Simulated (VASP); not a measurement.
Given:

```
CELL_PARAMETERS angstrom
      1.78670    -3.09466     0.00000
      1.78670     3.09466     0.00000
      0.00000     0.00000     6.13965
ATOMIC_POSITIONS crystal
  Pt 0.00000 0.00000 0.00000
  S  0.33333 0.66667 0.19959
  S  0.66667 0.33333 0.80041
```

Method: PBE GGA, VASP's PBE PAW potentials (set 64) (plane waves; VASP). Settings: 500 eV cut-off, 7×7×4 Γ-centred mesh, Gaussian smearing of 0.050 eV, potentials Pt S.

Energy and stress use the plane-wave basis of the starting cell. Without a dispersion term in the relaxation, distances and binding between the weakly bound layers, chains or molecules are unreliable, and so is what depends on them.

Question: The ions, cell shape and volume at an external pressure of 5.0 GPa are relaxed. Which structure does the run end with?

Answer: 
```
CELL_PARAMETERS angstrom
      1.78707    -3.09529     0.00000
      1.78707     3.09529     0.00000
      0.00000     0.00000     4.63771
ATOMIC_POSITIONS crystal
  Pt 0.00000 0.00000 0.00000
  S  0.33333 0.66667 0.25989
  S  0.66667 0.33333 0.74011
```
Space group P-3m1 (164), at a tolerance of 0.03 Å.

Question: How do energy and volume change from the first to the last step?

Answer: The energy (σ→0) changes by +54.6 meV/atom and the volume by -24.4 %, in 22 ionic steps.

```json
[
 {"step": "1", "E(σ→0) (eV)": "-15.4651", "max force (eV/Å)": "0.003", "pressure (GPa)": "0.06", "volume (Å³)": "67.89"},
 {"step": "2", "E(σ→0) (eV)": "-15.1957", "max force (eV/Å)": "1.608", "pressure (GPa)": "14.33", "volume (Å³)": "61.27"},
 {"step": "3", "E(σ→0) (eV)": "-15.4248", "max force (eV/Å)": "0.574", "pressure (GPa)": "4.92", "volume (Å³)": "65.19"},
 {"step": "4", "E(σ→0) (eV)": "-15.4249", "max force (eV/Å)": "0.501", "pressure (GPa)": "4.89", "volume (Å³)": "64.14"},
 {"step": "5", "E(σ→0) (eV)": "-15.4110", "max force (eV/Å)": "0.310", "pressure (GPa)": "5.17", "volume (Å³)": "61.00"},
 {"step": "6", "E(σ→0) (eV)": "-15.3129", "max force (eV/Å)": "0.034", "pressure (GPa)": "7.45", "volume (Å³)": "54.89"},
 {"step": "7", "E(σ→0) (eV)": "-15.3489", "max force (eV/Å)": "0.257", "pressure (GPa)": "4.22", "volume (Å³)": "55.08"},
 {"step": "8", "E(σ→0) (eV)": "-15.3582", "max force (eV/Å)": "0.424", "pressure (GPa)": "2.32", "volume (Å³)": "55.19"},
 {"step": "9", "E(σ→0) (eV)": "-15.3604", "max force (eV/Å)": "0.303", "pressure (GPa)": "2.64", "volume (Å³)": "54.34"},
 {"step": "10", "E(σ→0) (eV)": "-15.3491", "max force (eV/Å)": "0.142", "pressure (GPa)": "3.17", "volume (Å³)": "53.18"},
 {"step": "11", "E(σ→0) (eV)": "-15.2676", "max force (eV/Å)": "0.165", "pressure (GPa)": "4.77", "volume (Å³)": "50.71"},
 {"step": "12", "E(σ→0) (eV)": "-15.3265", "max force (eV/Å)": "0.009", "pressure (GPa)": "3.81", "volume (Å³)": "52.21"},
 {"step": "13", "E(σ→0) (eV)": "-15.3225", "max force (eV/Å)": "0.029", "pressure (GPa)": "3.86", "volume (Å³)": "52.08"},
 {"step": "14", "E(σ→0) (eV)": "-15.3078", "max force (eV/Å)": "0.134", "pressure (GPa)": "5.66", "volume (Å³)": "51.57"},
 {"step": "15", "E(σ→0) (eV)": "-15.3134", "max force (eV/Å)": "0.099", "pressure (GPa)": "5.07", "volume (Å³)": "51.74"},
 {"step": "16", "E(σ→0) (eV)": "-15.3130", "max force (eV/Å)": "0.069", "pressure (GPa)": "5.02", "volume (Å³)": "51.71"},
 {"step": "17", "E(σ→0) (eV)": "-15.3116", "max force (eV/Å)": "0.010", "pressure (GPa)": "4.89", "volume (Å³)": "51.65"},
 {"step": "18", "E(σ→0) (eV)": "-15.3092", "max force (eV/Å)": "0.016", "pressure (GPa)": "5.02", "volume (Å³)": "51.57"},
 {"step": "19", "E(σ→0) (eV)": "-15.3039", "max force (eV/Å)": "0.028", "pressure (GPa)": "5.27", "volume (Å³)": "51.40"},
 {"step": "20", "E(σ→0) (eV)": "-15.3037", "max force (eV/Å)": "0.025", "pressure (GPa)": "5.26", "volume (Å³)": "51.39"},
 {"step": "21", "E(σ→0) (eV)": "-15.3030", "max force (eV/Å)": "0.016", "pressure (GPa)": "5.19", "volume (Å³)": "51.36"},
 {"step": "22", "E(σ→0) (eV)": "-15.3014", "max force (eV/Å)": "0.004", "pressure (GPa)": "5.02", "volume (Å³)": "51.31"}
]
```

The compound is PtS2 in the 1T layered structure. This run relaxes it under an external pressure of 5 GPa. Symmetry was kept, so distortions that lower it aren't found. The k-mesh is coarse (spacing up to 0.34 per Å, 2π included), so the numbers may not be converged in it.
